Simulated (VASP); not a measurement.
# MgBe (Pm-3m) in VASP: relaxation of the atoms with r2SCAN

Aim: the relaxation of the atoms of MgBe with r2SCAN.

Everything below comes from runs of VASP 6.6.1. Logs are shortened: lines on timing, memory, paths and dates and some standing lists are left out, and cuts for length are marked.

### 1 The undisturbed crystal

The structure is cubic, space group Pm-3m (No. 221). Conventional cell: a = 2.902 Å, b = 2.902 Å, c = 2.902 Å, α = 90.00°, β = 90.00°, γ = 90.00°. Mg (site symmetry m-3m) is surrounded by 8 Be at 2.51 Å. Around Be (site symmetry m-3m) lie 8 Mg at 2.51 Å.

The cell was built by a generator and needn't be a form met in nature.

### 2 Relaxation of the atoms, r2SCAN (atoms moved at random, drawn with an rms of 0.02 Å)

INCAR

```
PREC     = Accurate       # precision mode
ENCUT    = 520            # plane-wave cutoff, eV
EDIFF    = 1E-6           # SCF threshold, eV
ISMEAR   = 1              # smearing method
SIGMA    = 0.1            # smearing width, eV
LREAL    = False          # projectors in reciprocal space
LASPH    = True           # aspherical terms in the spheres
NELM     = 100            # most SCF steps
ALGO     = Normal         # electronic algorithm
ISIF     = 2              # what is computed and relaxed
LWAVE    = False          # write WAVECAR
LCHARG   = False          # write CHGCAR
METAGGA  = R2SCAN         # meta-GGA
LMIXTAU  = True         
IBRION   = 2              # ionic algorithm
NSW      = 60             # ionic steps
EDIFFG   = -0.005         # ionic threshold
```

KPOINTS

```
Automatic mesh
0
Gamma
  9 9 9
```

POSCAR

```
MgBe
1.0
    2.9023522700      0.0000000000      0.0000000000
    0.0000000000      2.9023522700      0.0000000000
    0.0000000000      0.0000000000      2.9023522700
Mg Be
1 1
Direct
    0.5071160000      0.5068110000      0.5003820000
    0.0003120000      0.0000480000      0.0001020000
```

Potentials or basis: VASP PAW PBE potentials, release 64 (Mg, Be).

Launch:

```
$ cat potpaw_PBE.64/Mg/POTCAR potpaw_PBE.64/Be/POTCAR > POTCAR
$ mpirun -np 1 vasp_std > vasp.out
```

OUTCAR:

```text
PREC = Accurate
   ENCUT = 520
   EDIFF = 1E-6
   ISMEAR = 1
   LREAL = False
   LASPH = True
   NELM = 100
   ISIF = 2
   METAGGA = R2SCAN
   IBRION = 2
   NSW = 60
   EDIFFG = -0.005

 ion  position               nearest neighbor table
   1  0.507  0.507  0.500-   2 2.49   2 2.49   2 2.51   2 2.51   2 2.51   2 2.51   2 2.54   2 2.54

   2  0.000  0.000  0.000-   1 2.49   1 2.49   1 2.51   1 2.51   1 2.51   1 2.51   1 2.54   1 2.54

  LATTYP: Found a simple cubic cell.
 ALAT       =     2.9023522700

  Lattice vectors:

 A1 = (   2.9023522700,   0.0000000000,   0.0000000000)
 A2 = (   0.0000000000,   2.9023522700,   0.0000000000)
 A3 = (   0.0000000000,   0.0000000000,   2.9023522700)

Analysis of symmetry for initial positions (statically):
=====================================================================
 Subroutine PRICEL returns:
 Original cell was already a primitive cell.

 Routine SETGRP: Setting up the symmetry group for a
 simple cubic supercell.

 Subroutine GETGRP returns: Found  1 space group operations
 (whereof  1 operations were pure point group operations)
 out of a pool of 48 trial point group operations.

The static configuration has the point symmetry C_1 .

Analysis of symmetry for dynamics (positions and initial velocities):
=====================================================================
 Subroutine PRICEL returns:
 Original cell was already a primitive cell.

 Routine SETGRP: Setting up the symmetry group for a
 simple cubic supercell.

 Subroutine GETGRP returns: Found  1 space group operations
 (whereof  1 operations were pure point group operations)
 out of a pool of 48 trial point group operations.

The dynamic configuration has the point symmetry C_1 .

 Subroutine INISYM returns: Found  1 space group operations
 (whereof  1 operations are pure point group operations),
 and found     1 'primitive' translations

----------------------------------------------------------------------------------------

                                     Primitive cell

  volume of cell :      24.4484

  direct lattice vectors                    reciprocal lattice vectors
     2.902352270  0.000000000  0.000000000     0.344548114  0.000000000  0.000000000
     0.000000000  2.902352270  0.000000000     0.000000000  0.344548114  0.000000000
     0.000000000  0.000000000  2.902352270     0.000000000  0.000000000  0.344548114

  length of vectors
     2.902352270  2.902352270  2.902352270     0.344548114  0.344548114  0.344548114

  position of ions in fractional coordinates (direct lattice)
     0.507116000  0.506811000  0.500382000
     0.000312000  0.000048000  0.000102000

  ion indices of the primitive-cell ions
   primitive index   ion index
                 1           1
                 2           2

----------------------------------------------------------------------------------------

 KPOINTS: Automatic mesh

Automatic generation of k-mesh.
 Grid dimensions read from file:
 generate k-points for:    9    9    9

 Generating k-lattice:

  Cartesian coordinates                     Fractional coordinates (reciprocal lattice)
     0.038283124  0.000000000  0.000000000     0.111111111  0.000000000  0.000000000
     0.000000000  0.038283124  0.000000000     0.000000000  0.111111111  0.000000000
     0.000000000  0.000000000  0.038283124     0.000000000  0.000000000  0.111111111

  Length of vectors
     0.038283124  0.038283124  0.038283124

  Shift w.r.t. Gamma in fractional coordinates (k-lattice)
     0.000000000  0.000000000  0.000000000

 Subroutine IBZKPT returns following result:
 ===========================================

 Found    365 irreducible k-points:

 Following reciprocal coordinates:
            Coordinates               Weight
  0.000000  0.000000  0.000000      1.000000
  0.111111  0.000000  0.000000      2.000000
  0.000000  0.111111  0.000000      2.000000
  0.000000  0.000000  0.111111      2.000000
  0.222222  0.000000  0.000000      2.000000
  0.000000  0.222222  0.000000      2.000000
[... 16 lines left out ...]
 -0.111111  0.222222  0.000000      2.000000
 -0.222222  0.000000  0.111111      2.000000
 [... further k-points ...]
   k-points           NKPTS =    365   k-points in BZ     NKDIM =    365   number of bands    NBANDS=      6
   number of dos      NEDOS =    301   number of ions     NIONS =      2
   total plane-waves  NPLWV =  13824
   dimension x,y,z NGX =    24 NGY =   24 NGZ =   24
   dimension x,y,z NGXF=    48 NGYF=   48 NGZF=   48
   ions per type =               1   1
   NGX,Y,Z   is equivalent  to a cutoff of  13.75, 13.75, 13.75 a.u.
   NGXF,Y,Z  is equivalent  to a cutoff of  27.49, 27.49, 27.49 a.u.
 SYSTEM =  unknown system
   PREC   = accura    normal or accurate (medium, high low for compatibility)
   ISTART =      0    job   : 0-new  1-cont  2-samecut
   ICHARG =      2    charge: 1-file 2-atom 10-const
   ISPIN  =      1    spin polarized calculation?
   LNONCOLLINEAR =      F non collinear calculations
   LSORBIT =      F    spin-orbit coupling
   LASPH  =      T    aspherical Exc in radial PAW
   ENCUT  =  520.0 eV  38.22 Ry    6.18 a.u.   5.40  5.40  5.40*2*pi/ulx,y,z
   NELM   =    100;   NELMIN=  2; NELMDL= -5     # of ELM steps
   EDIFF  = 0.1E-05   stopping-criterion for ELM
   LREAL  =      F    real-space projection
   EDIFFG = -.5E-02   stopping-criterion for IOM
   NSW    =     60    number of steps for IOM
   IBRION =      2    ionic relax: 0-MD 1-quasi-New 2-CG
   NFREE  =      1    steps in history (QN), initial steepest desc. (CG)
   ISIF   =      2    stress and relaxation
   ISYM   =      2    0-nonsym 1-usesym 2-fastsym
   POTIM  = 0.5000    time-step for ionic-motion
   TEBEG  =    0.0;   TEEND  =   0.0 temperature during run
   PSTRESS=    0.0 pullay stress
   NELECT =       4.0000    total number of electrons
   NUPDOWN=      -1.0000    fix difference up-down
   EMIN   =  10.00;   EMAX   =-10.00  energy-range for DOS
   EFERMI =   0.00;   METHOD = LEGACY
   ISMEAR =     1;   SIGMA  =   0.10  broadening in eV -4-tet -1-fermi 0-gaus
   EFERMI_NEDOS =   21; number of points for ismear=-14 and -15
   IALGO  =     38    algorithm
   IMIX   =      4    mixing-type and parameters
     AMIX     =   0.40;   BMIX     =  1.00
     AMIX_MAG =   1.60;   BMIX_MAG =  1.00
  volume/ion in A,a.u.               =      12.22        82.49
  Fermi-wavevector in a.u.,A,eV,Ry     =   0.895388  1.692038 10.908063  0.801720
  Thomas-Fermi vector in A             =   2.017714
   LORBIT       =      0    0 simple, 1 ext, 2 COOP (PROOUT), +10 PAW based schemes
   METAGGA = R2SCAN    functional components
   LHFCALC =     F    Hartree Fock is set to
   AEXX    =    0.0000 exact exchange contribution
   IVDW    =     0    specifies the selected vdW correction
   LEPSILON=     F    determine dielectric tensor
   LRPA    =     F    only Hartree local field effects (RPA)
 conjugate gradient relaxation of ions
 non-spin polarized calculation
 Methfessel and Paxton  Order N= 1 SIGMA  =   0.10
  energy-cutoff  :      520.00
  volume of cell :       24.45
 maximum number of plane-waves:       691
 NGX is ok and might be reduce to    24
   NGX = 11   NGY = 11   NGZ = 11

--------------------------------------- Ionic step        1  -------------------------------------------

 number of electron       4.0000000 magnetization

 Free energy of the ion-electron system (eV)
  ---------------------------------------------------
  ext. energy  EPLUGINS =         0.00000000
  ---------------------------------------------------
  free energy    TOTEN  =        -7.53497899 eV

  energy without entropy =       -7.53356739  energy(sigma->0) =       -7.53450846

------------------------ aborting loop because EDIFF is reached ----------------------------------------

  FORCE on cell =-STRESS in cart. coord.  units (eV):
  Direction    XX          YY          ZZ          XY          YZ          ZX
  --------------------------------------------------------------------------------------
  -------------------------------------------------------------------------------------
  Total        2.3221916      2.3222112      2.3260176      0.0059536      0.0002372      0.0002393
  in kB      152.1802382    152.1815259    152.4309700      0.3901574      0.0155454      0.0156843
  external PRESSURE =     152.2642447 kB  Pullay stress =       0.0000000 kB
[... 57 lines left out ...]
  energy  without entropy=       -7.5357563747  energy(sigma->0) =       -7.53669858

--------------------------------------- Ionic step        3  -------------------------------------------

 number of electron       4.0000000 magnetization

 Free energy of the ion-electron system (eV)
  ---------------------------------------------------
  ext. energy  EPLUGINS =         0.00000000
  ---------------------------------------------------
  free energy    TOTEN  =        -7.53751705 eV

  energy without entropy =       -7.53610350  energy(sigma->0) =       -7.53704587

 E-fermi :   5.1982     XC(G=0): -10.5892

 val. band max:        5.1838602241   @ k =   0.0000   0.1111   0.2222
 cond. band min:       5.2036794521   @ k =  -0.3333   0.4444   0.4444
 fundamental gap:      0.0198192280
 Fermi energy:         5.1981551769

 k-point     1 :       0.0000    0.0000    0.0000
  band No.  band energies     occupation
      1      -4.7464      2.00000
      2      10.1239      0.00000
      3      10.1239      0.00000
      4      10.1239      0.00000
      5      11.9223      0.00000
      6      11.9224      0.00000

 k-point     2 :       0.1111    0.0000    0.0000
  band No.  band energies     occupation
      1      -4.5357      2.00000
      2       7.8325      0.00000
      3      10.2845      0.00000
      4      10.2845      0.00000
      5      12.1528      0.00000
      6      14.2712      0.00000
[... 190 lines left out ...]
 k-point    24 :      -0.2222    0.0000    0.1111
  band No.  band energies     occupation
      1      -3.6983      2.00000
      2       5.1838      1.23943
      3       8.8238      0.00000
      4      10.9115      0.00000
      5      14.3528      0.00000
      6      17.6846      0.00000

 [... further k-points ...]

------------------------ aborting loop because EDIFF is reached ----------------------------------------

  FORCE on cell =-STRESS in cart. coord.  units (eV):
  Direction    XX          YY          ZZ          XY          YZ          ZX
  --------------------------------------------------------------------------------------
  -------------------------------------------------------------------------------------
  Total        2.3192944      2.3192577      2.3189767      0.0000124     -0.0000017     -0.0000016
  in kB      151.9903775    151.9879737    151.9695577      0.0008146     -0.0001096     -0.0001069
  external PRESSURE =     151.9826363 kB  Pullay stress =       0.0000000 kB
[... 17 lines left out ...]
  FREE ENERGIE OF THE ION-ELECTRON SYSTEM (eV)
  ---------------------------------------------------
  free  energy   TOTEN  =        -7.5375170510 eV

  energy  without entropy=       -7.5361035047  energy(sigma->0) =       -7.53704587

 reached required accuracy - stopping structural energy minimisation
```

Run time: 1.7 min. Hardware: 1 thread of Intel Xeon 6975P-C (Granite Rapids), shared host; peak memory 0.2 GiB.

Results:

| Property | Result |
| --- | --- |
| Free energy | -7.5375 eV |
| Energy gained by relaxing | 1.3 meV/atom |
| Ionic steps | 3 |
| Pressure after relaxing | 15.2 GPa |
| Band gap on the k mesh | none (metal or under the smearing width) |

The path:
```
step  energy change (eV)  largest force (eV/Å)  pressure (GPa)
   1              0.0000                0.1820           15.23
   2             -0.0022                0.0674           15.20
   3             -0.0025                0.0003           15.20
```

Final structure:
```
CELL_PARAMETERS angstrom
2.90235 0.00000 0.00000
0.00000 2.90235 0.00000
0.00000 0.00000 2.90235
ATOMIC_POSITIONS crystal
Mg 0.50371 0.50343 0.50024
Be 0.00372 0.00343 0.00024
```

Levels at points of the mesh, in eV from the Fermi level:
```csv
k point,band 1,band 2,band 3,band 4,band 5,band 6
"(0.00, 0.00, 0.00)",-9.94,4.93,4.93,4.93,6.72,6.72
```

Caveat: the PAW data sets were made with another functional, which shifts forces and pressure a little.
